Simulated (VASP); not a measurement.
Output of a VASP run:

### OUTCAR
```
 ion  position               nearest neighbor table
   1  0.500  0.000  0.764-   3 2.23   4 2.23   3 2.23   4 2.23   2 3.54   2 3.54   2 3.54   2 3.54
                             2 3.73   2 3.73   2 3.73   2 3.73
   2  0.000  0.500  0.236-   3 2.23   4 2.23   4 2.23   3 2.23   1 3.54   1 3.54   1 3.54   1 3.54
                             1 3.73   1 3.73   1 3.73   1 3.73
   3  0.500  0.500  0.000-   1 2.23   2 2.23   1 2.23   2 2.23
   4  0.000  0.000  0.000-   1 2.23   2 2.23   2 2.23   1 2.23
  LATTYP: Found a simple tetragonal cell.
 ALAT       =     3.8168377030
 C/A-ratio  =     1.2752704365
 Subroutine PRICEL returns:
 Original cell was already a primitive cell.
 Subroutine GETGRP returns: Found 16 space group operations
The static configuration has the point symmetry D_2d.
 The point group associated with its full space group is D_4h.
The dynamic configuration has the point symmetry D_2d.
 Subroutine INISYM returns: Found 16 space group operations
 Subroutine IBZKPT returns following result:
 Found     18 irreducible k-points:

 Following reciprocal coordinates:
            Coordinates               Weight
  0.000000  0.000000  0.000000      1.000000
  0.200000  0.000000  0.000000      4.000000
  0.400000  0.000000  0.000000      4.000000
  0.200000  0.200000  0.000000      4.000000
  0.400000  0.200000  0.000000      8.000000
  0.400000  0.400000  0.000000      4.000000
  0.000000  0.000000  0.250000      2.000000
  0.200000  0.000000  0.250000      8.000000
  0.400000  0.000000  0.250000      8.000000
  0.200000  0.200000  0.250000      8.000000
  0.400000  0.200000  0.250000     16.000000
  0.400000  0.400000  0.250000      8.000000
  0.000000  0.000000  0.500000      1.000000
  0.200000  0.000000  0.500000      4.000000
  0.400000  0.000000  0.500000      4.000000
  0.200000  0.200000  0.500000      4.000000
  0.400000  0.200000  0.500000      8.000000
  0.400000  0.400000  0.500000      4.000000
   k-points           NKPTS =     18   k-points in BZ     NKDIM =     18   number of bands    NBANDS=     24
   number of dos      NEDOS =    301   number of ions     NIONS =      4
   total plane-waves  NPLWV =  28224
   dimension x,y,z NGX =    28 NGY =   28 NGZ =   36
   dimension x,y,z NGXF=    56 NGYF=   56 NGZF=   72
   ions per type =               2   2
   PREC   = accura    normal or accurate (medium, high low for compatibility)
   ISTART =      0    job   : 0-new  1-cont  2-samecut
   ICHARG =      2    charge: 1-file 2-atom 10-const
   ISPIN  =      1    spin polarized calculation?
   LNONCOLLINEAR =      F non collinear calculations
   LSORBIT =      F    spin-orbit coupling
   INIWAV =      1    electr: 0-lowe 1-rand  2-diag
   ENCUT  =  520.0 eV  38.22 Ry    6.18 a.u.   7.10  7.10  9.05*2*pi/ulx,y,z
   NELM   =    100;   NELMIN=  2; NELMDL= -5     # of ELM steps
   EDIFF  = 0.1E-05   stopping-criterion for ELM
   LREAL  =      F    real-space projection
   NLSPLINE    = F    spline interpolate recip. space projectors
   LMAXMIX     =    4 max onsite mixed and CHGCAR
   VOSKOWN=      0    Vosko Wilk Nusair interpolation
   EDIFFG = -.2E-01   stopping-criterion for IOM
   NSW    =     60    number of steps for IOM
   NBLOCK =      1;   KBLOCK =     60    inner block; outer block
   IBRION =      2    ionic relax: 0-MD 1-quasi-New 2-CG
   NFREE  =      1    steps in history (QN), initial steepest desc. (CG)
   ISIF   =      3    stress and relaxation
   ISYM   =      2    0-nonsym 1-usesym 2-fastsym
   TEIN   =    0.0    initial temperature
   TEBEG  =    0.0;   TEEND  =   0.0 temperature during run
   SMASS  =  -3.00    Nose mass-parameter (am)
   PSTRESS=    0.0 pullay stress
   NELECT =      40.0000    total number of electrons
   EFERMI =   0.00;   METHOD = LEGACY
   ISMEAR =     0;   SIGMA  =   0.05  broadening in eV -4-tet -1-fermi 0-gaus
   IALGO  =     38    algorithm
   LDIAG  =      T    sub-space diagonalisation (order eigenvalues)
   IMIX   =      4    mixing-type and parameters
     AMIX     =   0.40;   BMIX     =  1.00
     AMIX_MAG =   1.60;   BMIX_MAG =  1.00
     AMIN     =   0.10
...
```

OSZICAR:
```
...
   5 F= -.66902365E+02 E0= -.66902365E+02  d E =-.257751E-03
       N       E                     dE             d eps       ncg     rms          rms(c)
DAV:   1    -0.669025343239E+02   -0.16876E-03   -0.16901E-02  1048   0.100E+00    0.802E-02
DAV:   2    -0.669024924976E+02    0.41826E-04   -0.60047E-04  1224   0.288E-01    0.469E-02
DAV:   3    -0.669024410540E+02    0.51444E-04   -0.12074E-04  1208   0.130E-01    0.127E-02
DAV:   4    -0.669024466950E+02   -0.56410E-05   -0.75631E-05   888   0.729E-02    0.490E-03
DAV:   5    -0.669024589907E+02   -0.12296E-04   -0.14044E-05   864   0.297E-02    0.248E-03
DAV:   6    -0.669024587001E+02    0.29066E-06   -0.93972E-07   680   0.116E-02
   6 F= -.66902459E+02 E0= -.66902459E+02  d E =-.940408E-04
       N       E                     dE             d eps       ncg     rms          rms(c)
DAV:   1    -0.669030982687E+02   -0.63928E-03   -0.11814E-01  1064   0.264E+00    0.210E-01
DAV:   2    -0.669027875634E+02    0.31071E-03   -0.38870E-03  1216   0.730E-01    0.123E-01
DAV:   3    -0.669024021772E+02    0.38539E-03   -0.87400E-04  1224   0.345E-01    0.319E-02
DAV:   4    -0.669024515814E+02   -0.49404E-04   -0.56665E-04   880   0.202E-01    0.135E-02
DAV:   5    -0.669025368205E+02   -0.85239E-04   -0.92156E-05   904   0.790E-02    0.664E-03
DAV:   6    -0.669025348003E+02    0.20203E-05   -0.75604E-06   960   0.327E-02    0.410E-03
DAV:   7    -0.669025379004E+02   -0.31002E-05   -0.46689E-06   736   0.209E-02    0.146E-03
DAV:   8    -0.669025382107E+02   -0.31026E-06   -0.15852E-06   624   0.137E-02
   7 F= -.66902538E+02 E0= -.66902538E+02  d E =-.173551E-03
       N       E                     dE             d eps       ncg     rms          rms(c)
DAV:   1    -0.669031147407E+02   -0.57684E-03   -0.26699E-02  1344   0.177E+00    0.143E-01
DAV:   2    -0.669026982213E+02    0.41652E-03   -0.16270E-03  1168   0.432E-01    0.550E-02
DAV:   3    -0.669026034780E+02    0.94743E-04   -0.20768E-04  1032   0.259E-01    0.234E-02
DAV:   4    -0.669025746932E+02    0.28785E-04   -0.13879E-04   904   0.165E-01    0.641E-03
DAV:   5    -0.669026139480E+02   -0.39255E-04   -0.41841E-05   864   0.584E-02    0.430E-03
DAV:   6    -0.669026125101E+02    0.14379E-05   -0.45628E-06   856   0.270E-02    0.217E-03
DAV:   7    -0.669026130441E+02   -0.53391E-06   -0.39179E-06   720   0.181E-02
   8 F= -.66902613E+02 E0= -.66902613E+02  d E =-.748334E-04
       N       E                     dE             d eps       ncg     rms          rms(c)
DAV:   1    -0.669072556293E+02   -0.46431E-02   -0.24113E-01  1344   0.535E+00    0.427E-01
DAV:   2    -0.669035074339E+02    0.37482E-02   -0.14587E-02  1160   0.130E+00    0.164E-01
DAV:   3    -0.669026465934E+02    0.86084E-03   -0.18845E-03  1032   0.772E-01    0.700E-02
DAV:   4    -0.669023978119E+02    0.24878E-03   -0.12721E-03   896   0.494E-01    0.192E-02
DAV:   5    -0.669027637602E+02   -0.36595E-03   -0.37311E-04   864   0.173E-01    0.129E-02
DAV:   6    -0.669027551000E+02    0.86602E-05   -0.42941E-05  1256   0.810E-02    0.713E-03
DAV:   7    -0.669027590403E+02   -0.39403E-05   -0.33872E-05  1016   0.519E-02    0.385E-03
DAV:   8    -0.669027604050E+02   -0.13647E-05   -0.72568E-06   720   0.212E-02    0.206E-03
DAV:   9    -0.669027633698E+02   -0.29648E-05   -0.25984E-06   720   0.157E-02    0.613E-04
DAV:  10    -0.669027636906E+02   -0.32082E-06   -0.23555E-07   456   0.530E-03
   9 F= -.66902764E+02 E0= -.66902764E+02  d E =-.225480E-03
```

**OUTCAR**
```
------------------------ aborting loop because EDIFF is reached ----------------------------------------
  FORCE on cell =-STRESS in cart. coord.  units (eV):
  Direction    XX          YY          ZZ          XY          YZ          ZX
  --------------------------------------------------------------------------------------
  Total        0.0799888      0.0799888      0.0127285      0.0000000      0.0000000      0.0000000
  in kB        1.7960668      1.7960668      0.2858046      0.0000000      0.0000000      0.0000000
  external PRESSURE =       1.2926460 kB  Pullay stress =       0.0000000 kB
  volume of cell :       71.35
      direct lattice vectors                 reciprocal lattice vectors
     3.809688457  0.000000000  0.000000000     0.262488655  0.000000000  0.000000000
     0.000000000  3.809688457  0.000000000     0.000000000  0.262488655  0.000000000
     0.000000000 -0.000000000  4.916300346     0.000000000  0.000000000  0.203404985
 POSITION                                       TOTAL-FORCE (eV/Angst)
 -----------------------------------------------------------------------------------
      1.90484     -0.00000      3.76303         0.000000     -0.000000      0.004993
      0.00000      1.90484      1.15327         0.000000      0.000000     -0.004993
      1.90484      1.90484      0.00000         0.000000      0.000000      0.000000
      0.00000      0.00000      0.00000         0.000000     -0.000000      0.000000
 -----------------------------------------------------------------------------------
    total drift:                                0.000000      0.000000      0.000000
  FREE ENERGIE OF THE ION-ELECTRON SYSTEM (eV)
  ---------------------------------------------------
  free  energy   TOTEN  =       -66.9027636906 eV

  energy  without entropy=      -66.9027636906  energy(sigma->0) =      -66.90276369

 reached required accuracy - stopping structural energy minimisation
```
(Selected blocks of OUTCAR.)

File POSCAR:
```
SnO
1
    3.8168377030     0.0000000000     0.0000000000
    0.0000000000     3.8168377030     0.0000000000
    0.0000000000    -0.0000000000     4.8675002834
Sn O
2 2
Direct
  0.5000000000   0.0000000000   0.7639214603
  0.0000000000   0.5000000000   0.2360785397
  0.5000000000   0.5000000000   0.0000000000
  0.0000000000   0.0000000000   0.0000000000
```

Q: Write an INCAR and KPOINTS that could have produced this output.

A: One answer among several that fit: the input of the run itself, r2SCAN meta-GGA, plane waves, VASP's PBE PAW potentials (set 64).

### INCAR
```
# general
SYSTEM =SnO
PREC   =Accurate
ENCUT  =520
LREAL  =F
LASPH  =T

# electronic loop
EDIFF  =1E-6
NELM   =100
ALGO   =Normal
LMAXMIX=4
LMIXTAU=T

# smearing
ISMEAR =0
SIGMA  =0.05

# functional
METAGGA=R2SCAN

# ions
IBRION =2
NSW    =60
ISIF   =3
EDIFFG =-0.02

# output
LWAVE  =F
LCHARG =F
```

### KPOINTS
```
Automatic
0
gamma
  5 5 4
0 0 0
```

POTCAR, in this order: Sn_d O (PBE.64 set). Program: vasp_std.

The compound is SnO in the litharge structure. This run relaxes it. Symmetry was kept, so distortions that lower it aren't found. The start is the result of an earlier pass.
